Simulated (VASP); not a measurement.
# Zn (Zinc): phonons from a supercell

Aim: the phonon dispersion and thermal properties of Zn (Zinc). The start is a cell from a database of measured crystal structures.

Main program and level: VASP 6.6.1; PBEsol; plane waves and PAW (Zn).

Report form: the programs' logs are mostly left out.

The database entry behind the starting cell differs from later determinations by our own check (about 0.3 % long), so it need not match the best structure at ambient conditions.

## (1) Starting point

It takes space group P6_3/mmc (No. 194, hexagonal). Conventional cell: a = 2.670 Å, b = 2.670 Å, c = 4.966 Å, α = 90.00°, β = 90.00°, γ = 120.00°. Nearest to Zn lie 12 Zn at 2.67 to 2.92 Å.

Structure file:

```
Zn
1.0
     2.67000    0.00000    0.00000
    -1.33500    2.31229    0.00000
     0.00000    0.00000    4.96600
Zn
2
Direct
  0.66667 0.33333 0.75000
  0.33333 0.66667 0.25000
```

## (2) Relax the host

The later steps need the crystal at this functional's own lattice; a raised cutoff keeps the stress reliable while the cell changes.

Contents of INCAR:

```
SYSTEM = Zn
PREC = Accurate
ENCUT = 360
EDIFF = 1E-06
NELM = 120
ISMEAR = 0
SIGMA = 0.05
LREAL = .FALSE.
ALGO = Normal
GGA = PS
NBANDS = 18
LORBIT = 11
LWAVE = .FALSE.
LCHARG = .FALSE.
KPAR = 4
IBRION = 2
NSW = 40
ISIF = 3
EDIFFG = -0.02
POTIM = 0.4
```

Contents of POSCAR:

```
Zn
1.0
    2.6700000000      0.0000000000      0.0000000000
   -1.3350000000      2.3122878281      0.0000000000
    0.0000000000      0.0000000000      4.9660000000
Zn
2
Direct
    0.6666666667      0.3333333333      0.7500000000
    0.3333333333      0.6666666667      0.2500000000
```

Contents of KPOINTS:

```
Automatic mesh
0
Gamma
8 8 4
0 0 0
```

PAW data sets: Zn (PBE family, release 64).

Started as:

```bash
$ mpirun -np 4 vasp_std
```

Wall time 25 s (4 MPI ranks of Intel Xeon Platinum 8488C (Sapphire Rapids), shared host); peak memory 0.61 GiB; 93 s of CPU time.

The k-mesh is coarse for a metal. The PAW data sets were made with PBE, which is usual practice but a small mismatch for other functionals. After so large a change of volume the plane waves of the start cell no longer fit, so the final stress carries a basis-set error. The run keeps the 24 symmetry operations of its start, so it cannot find a distortion of lower symmetry.

Step by step:

| step | energy less that of the first step (eV) | largest force (eV/Å) | pressure (GPa) | volume (Å³) |
| --- | --- | --- | --- | --- |
| 1 | 0.0000 | 0.0000 | -5.81 | 30.66 |
| 2 | -0.0493 | 0.0000 | -1.36 | 28.73 |
| 3 | -0.0534 | 0.0000 | 0.96 | 28.00 |
| 4 | -0.0709 | 0.0000 | 1.47 | 27.56 |
| 5 | -0.0581 | 0.0000 | 7.57 | 26.15 |
| 6 | -0.0904 | 0.0000 | 3.25 | 27.04 |
| 7 | -0.0874 | 0.0000 | 5.48 | 26.54 |
| 8 | -0.0939 | 0.0000 | 4.10 | 26.82 |
| 9 | -0.1053 | 0.0000 | 0.51 | 27.72 |
| 10 | -0.1063 | 0.0000 | 1.25 | 27.51 |
| 11 | -0.1085 | 0.0000 | 0.10 | 27.80 |

| conventional cell, symmetrised | before | after | change |
| --- | --- | --- | --- |
| a (Å) | 2.670 | 2.682 | +0.4 % |
| b (Å) | 2.670 | 2.682 | +0.4 % |
| c (Å) | 4.966 | 4.464 | -10.1 % |
| volume (Å³/atom) | 15.33 | 13.90 | -9.3 % |

Final coordinates:

```xyz
2
Lattice="2.6818 0.0000 0.0000 -1.3409 2.3225 0.0000 0.0000 0.0000 4.4640" Properties=species:S:1:pos:R:3 pbc="T T T"
Zn    1.3409    0.7742    3.3480
Zn    0.0000    1.5483    1.1160
```

This step gave:

- electronic cycles: 82
- electrons: 24
- free energy (TOTEN): -3.210 eV
- energy at zero smearing: -3.210 eV
- Fermi energy: 3.607 eV
- pressure: 0.1043 GPa
- labelled metallic, from the levels on this mesh: yes

The run ended after 11 ionic steps, 0.109 eV below its first step, once forces and stress met EDIFFG = -0.02.

An edge changed by 10 % against the database cell. In a metal the coarse mesh may share the blame.

## (3) Relax the host again, on a new basis

The volume changed by more than 5 %, so the plane waves of the start no longer fit; a second relaxation removes that error.

Edit INCAR of step 2 so:

```diff
@@ -16,3 +16,3 @@
 IBRION = 2
-NSW = 40
+NSW = 30
 ISIF = 3
```

Contents of POSCAR:

```
Zn
1.0
    2.6817721276      0.0000000000      0.0000000000
   -1.3408860638      2.3224827896      0.0000000000
    0.0000000000      0.0000000000      4.4640270395
Zn
2
Direct
    0.6666666667      0.3333333333      0.7500000000
    0.3333333333      0.6666666667      0.2500000000
```

KPOINTS is that of step 2.

Started as:

```bash
$ mpirun -np 4 vasp_std
```

The job ended after 3.6 s (4 MPI ranks; peak memory 0.5 GiB).

Little changed from the start: no atom moved by 0.005 Å and no cell edge by 0.1 %.

Numbers from this step:

* electronic cycles: 11
* free energy (TOTEN): -3.199 eV
* energy at zero smearing: -3.199 eV
* Fermi energy: 3.608 eV
* pressure: 0.06386 GPa

The start already met the threshold, so nothing moved.

## (4) Tight relaxation

Force constants are second derivatives, so residual forces and stress must first be far smaller than in an ordinary relaxation. Smearing, mesh and cutoff differ from the relaxation before, which can move the cell too.

Contents of INCAR:

```
SYSTEM = Zn
PREC = Accurate
ENCUT = 350
EDIFF = 1E-08
NELM = 120
ISMEAR = 1
SIGMA = 0.2
LREAL = .FALSE.
ALGO = Fast
GGA = PS
NBANDS = 18
LORBIT = 11
LWAVE = .FALSE.
LCHARG = .FALSE.
KPAR = 4
IBRION = 1
NSW = 30
ISIF = 3
EDIFFG = -0.002
POTIM = 0.4
```

POSCAR is that of step 3.

Contents of KPOINTS:

```
Automatic mesh
0
Gamma
14 14 8
0 0 0
```

Started as:

```bash
$ mpirun -np 4 vasp_std
```

Run time: 62 s. Hardware: 4 MPI ranks; peak memory 0.62 GiB; 4.1 min of CPU time.

Step by step:

| step | energy less that of the first step (eV) | largest force (eV/Å) | pressure (GPa) | volume (Å³) |
| --- | --- | --- | --- | --- |
| 1 | 0.0000 | 0.0000 | 0.32 | 27.80 |
| 2 | -0.0018 | 0.0000 | -0.02 | 27.89 |
| 3 | -0.0051 | 0.0000 | 0.01 | 27.88 |
| 4 | 0.0479 | 0.0000 | 1.72 | 27.70 |
| 5 | -0.0031 | 0.0000 | 2.09 | 27.63 |
| 6 | -0.0085 | 0.0000 | -1.00 | 28.26 |
| 7 | -0.0098 | 0.0000 | -0.11 | 28.05 |
| 8 | -0.0098 | 0.0000 | -0.01 | 28.02 |
| 9 | -0.0098 | 0.0000 | -0.01 | 28.00 |
| 10 | -0.0099 | 0.0000 | -0.01 | 27.99 |
| 11 | -0.0099 | 0.0000 | 0.00 | 27.99 |

| conventional cell, symmetrised | before | after | change |
| --- | --- | --- | --- |
| a (Å) | 2.682 | 2.641 | -1.5 % |
| b (Å) | 2.682 | 2.641 | -1.5 % |
| c (Å) | 4.464 | 4.634 | +3.8 % |
| volume (Å³/atom) | 13.90 | 14.00 | +0.7 % |

Final coordinates:

```
Zn
1.0
     2.64091    0.00000    0.00000
    -1.32045    2.28709    0.00000
     0.00000    0.00000    4.63426
Zn
2
Direct
  0.66667 0.33333 0.75000
  0.33333 0.66667 0.25000
```

Numbers from this step:

* electronic cycles: 111
* free energy (TOTEN): -3.172 eV
* energy at zero smearing: -3.172 eV
* Fermi energy: 3.553 eV
* pressure: -0.002110 GPa

The run ended after 11 ionic steps, 0.010 eV below its first step, once forces and stress met EDIFFG = -0.002.

## (5) Force constants in the supercell

System of this step: Zn (Zinc). It takes space group P6_3/mmc (No. 194, hexagonal). The conventional cell has a = 2.641 Å, b = 2.641 Å, c = 4.634 Å, α = 90.00°, β = 90.00°, γ = 120.00°. Nearest to Zn lie 12 Zn at 2.64 to 2.77 Å.

Each independent atom is moved by 0.015 Å both ways; the forces give the force constants out to half the supercell.

Contents of INCAR:

```
SYSTEM = Zn
PREC = Accurate
ENCUT = 350
EDIFF = 1E-07
NELM = 120
ISMEAR = 1
SIGMA = 0.2
LREAL = Auto
ALGO = Fast
GGA = PS
LWAVE = .FALSE.
LCHARG = .FALSE.
KPAR = 4
IBRION = 6
NSW = 1
NFREE = 2
POTIM = 0.015
ISIF = 0
ADDGRID = .TRUE.
```

Contents of POSCAR:

```
Zn
1.0
    7.9227235317      0.0000000000      0.0000000000
   -3.9613617657      6.8612798454      0.0000000000
    0.0000000000      0.0000000000      9.2685252968
Zn
36
Direct
    0.2222222222      0.1111111111      0.3750000000
    0.2222222222      0.1111111111      0.8750000000
    0.2222222222      0.4444444444      0.3750000000
    0.2222222222      0.4444444444      0.8750000000
    0.2222222222      0.7777777778      0.3750000000
    0.2222222222      0.7777777778      0.8750000000
    0.5555555556      0.1111111111      0.3750000000
    0.5555555556      0.1111111111      0.8750000000
    0.5555555556      0.4444444444      0.3750000000
    0.5555555556      0.4444444444      0.8750000000
    0.5555555556      0.7777777778      0.3750000000
    0.5555555556      0.7777777778      0.8750000000
    0.8888888889      0.1111111111      0.3750000000
    0.8888888889      0.1111111111      0.8750000000
    0.8888888889      0.4444444444      0.3750000000
    0.8888888889      0.4444444444      0.8750000000
    0.8888888889      0.7777777778      0.3750000000
    0.8888888889      0.7777777778      0.8750000000
    0.1111111111      0.2222222222      0.1250000000
    0.1111111111      0.2222222222      0.6250000000
    0.1111111111      0.5555555556      0.1250000000
    0.1111111111      0.5555555556      0.6250000000
    0.1111111111      0.8888888889      0.1250000000
    0.1111111111      0.8888888889      0.6250000000
    0.4444444444      0.2222222222      0.1250000000
    0.4444444444      0.2222222222      0.6250000000
    0.4444444444      0.5555555556      0.1250000000
    0.4444444444      0.5555555556      0.6250000000
    0.4444444444      0.8888888889      0.1250000000
    0.4444444444      0.8888888889      0.6250000000
    0.7777777778      0.2222222222      0.1250000000
    0.7777777778      0.2222222222      0.6250000000
    0.7777777778      0.5555555556      0.1250000000
    0.7777777778      0.5555555556      0.6250000000
    0.7777777778      0.8888888889      0.1250000000
    0.7777777778      0.8888888889      0.6250000000
```

Contents of KPOINTS:

```
Automatic mesh
0
Gamma
5 5 4
0 0 0
```

Started as:

```bash
$ mpirun -np 4 vasp_std
```

Wall time 65 min (4 MPI ranks); peak memory 12 GiB.

The last energy, forces, stress and levels in OUTCAR belong to the last displaced cell, not to the cell of POSCAR.

This step gave:

```
electrons          : 432
lowest frequency   : -4.06e-6 cm⁻¹
highest frequency  : 210.7 cm⁻¹
dynamically stable : yes
zero point energy  : 23.07 meV/atom
heat capacity 300  : 24.14 J/K/mol of atoms
entropy 300        : 40.10 J/K/mol of atoms
```

No long-range dipole term. Phonon branches along the path, in cm⁻¹:

| point | branch 1 | branch 2 | branch 3 | branch 4 | branch 5 | branch 6 |
| --- | --- | --- | --- | --- | --- | --- |
| Γ | 0 | 0 | 0 | 84 | 84 | 177 |
| 0.53 of the way | 56 | 88 | 108 | 142 | 154 | 162 |
| M | 61 | 98 | 108 | 120 | 193 | 209 |
| 0.53 of the way | 55 | 83 | 128 | 140 | 182 | 198 |
| K | 59 | 59 | 156 | 162 | 162 | 183 |
| 0.47 of the way | 57 | 105 | 119 | 130 | 163 | 168 |
| Γ | 0 | 0 | 0 | 84 | 84 | 177 |
| 0.47 of the way | 38 | 38 | 45 | 81 | 81 | 159 |
| A | 68 | 68 | 68 | 68 | 106 | 106 |
| 0.47 of the way | 88 | 88 | 93 | 93 | 162 | 162 |
| L | 96 | 96 | 108 | 108 | 209 | 209 |
| 0.53 of the way | 90 | 90 | 134 | 134 | 196 | 196 |
| H | 86 | 86 | 168 | 168 | 169 | 169 |
| 0.47 of the way | 90 | 90 | 111 | 111 | 178 | 178 |
| A | 68 | 68 | 68 | 68 | 106 | 106 |
| jump to L | 96 | 96 | 108 | 108 | 209 | 209 |
| 0.53 of the way | 75 | 100 | 107 | 116 | 199 | 210 |
| M | 61 | 98 | 108 | 120 | 193 | 209 |
| jump to K | 59 | 59 | 156 | 162 | 162 | 183 |
| 0.47 of the way | 73 | 73 | 159 | 164 | 164 | 180 |
| H | 86 | 86 | 168 | 168 | 169 | 169 |

The phonon density of states has structure finer than the step of the table below, so its rows give means over 10 cm⁻¹, whole bins alone (the curve runs from -14.3 to 231 cm⁻¹). Peaks (cm⁻¹: height): 60.4: 0.0396, 107.0: 0.0709, 157.3: 0.0320, 189.2: 0.0679.

The phonon density of states by frequency; means over each step:

frequency (cm⁻¹), phonon density of states (states/cm⁻¹/cell) and a bar:
```
        0     0.0000 
       10     0.0002 
       20     0.0010 
       30     0.0024 #
       40     0.0045 ##
       50     0.0103 #####
       60     0.0331 ################
       70     0.0289 ##############
       80     0.0375 ##################
       90     0.0572 ###########################
      100     0.0627 ##############################
      110     0.0617 #############################
      120     0.0494 ########################
      130     0.0341 ################
      140     0.0239 ###########
      150     0.0196 #########
      160     0.0238 ###########
      170     0.0238 ###########
      180     0.0385 ##################
      190     0.0504 ########################
      200     0.0283 ##############
      210     0.0089 ####
      220     0.0000
```

The heat capacity at constant volume by temperature:

| temperature (K) | heat capacity at constant volume (J/K/mol of atoms) |
| --- | --- |
| 0 | 0 |
| 50 | 10.5 |
| 100 | 19.0 |
| 150 | 22.0 |
| 200 | 23.2 |
| 250 | 23.8 |
| 275 | 24.0 |
| 325 | 24.3 |
| 375 | 24.4 |
| 425 | 24.5 |
| 475 | 24.6 |
| 525 | 24.7 |
| 575 | 24.7 |
| 625 | 24.8 |
| 675 | 24.8 |
| 725 | 24.8 |
| 750 | 24.8 |
| 800 | 24.8 |
| 850 | 24.8 |
| 900 | 24.9 |
| 950 | 24.9 |
| 1000 | 24.9 |

Table of vibrational entropy by temperature:

| temperature (K) | vibrational entropy (J/K/mol of atoms) |
| --- | --- |
| 0 | 0 |
| 25 | 0.881 |
| 50 | 5.19 |
| 75 | 10.6 |
| 100 | 15.6 |
| 125 | 20.1 |
| 150 | 24.0 |
| 200 | 30.5 |
| 225 | 33.2 |
| 250 | 35.7 |
| 275 | 38.0 |
| 300 | 40.1 |
| 325 | 42.0 |
| 350 | 43.8 |
| 375 | 45.5 |
| 400 | 47.1 |
| 425 | 48.6 |
| 450 | 50.0 |
| 475 | 51.3 |
| 525 | 53.8 |
| 550 | 54.9 |
| 575 | 56.0 |
| 600 | 57.1 |
| 625 | 58.1 |
| 650 | 59.1 |
| 675 | 60.0 |
| 700 | 60.9 |
| 725 | 61.8 |
| 750 | 62.6 |
| 775 | 63.4 |
| 800 | 64.2 |
| 850 | 65.7 |
| 875 | 66.4 |
| 900 | 67.1 |
| 925 | 67.8 |
| 950 | 68.5 |
| 975 | 69.1 |
| 1000 | 69.8 |

## (6) Results

```json
{
  "highest frequency": "211 cm⁻¹",
  "lowest frequency": "-4.1e-6 cm⁻¹",
  "zero point energy": "23.1 meV/atom",
  "heat capacity 300": "24.1 J/K/mol of atoms",
  "entropy 300": "40.1 J/K/mol of atoms"
}
```

The spectrum reaches 211 cm⁻¹, and its lowest point lies at 0 cm⁻¹. No mode is imaginary, so the structure is a local minimum as far as this supercell can tell. Frequencies between the wave vectors that fit the supercell are interpolated. The relaxed cell's volume lies -8.7 % from the database cell's, so the frequencies belong to that other cell.

[Lines on the potential files, build, host, timing and source positions are cut from VASP's logs without a mark.]

[Logs are printed without paths, hosts, clocks, repeated set-up lines and the standing remarks that a program may print on its own settings, such as how far it seeks lower states.]

[Hosts, paths, dates, database ids (printed as entryN), source tags and the programs' standing remarks are cut or masked in the printed files.]

[Runs that stopped without an error message from VASP are left out.]
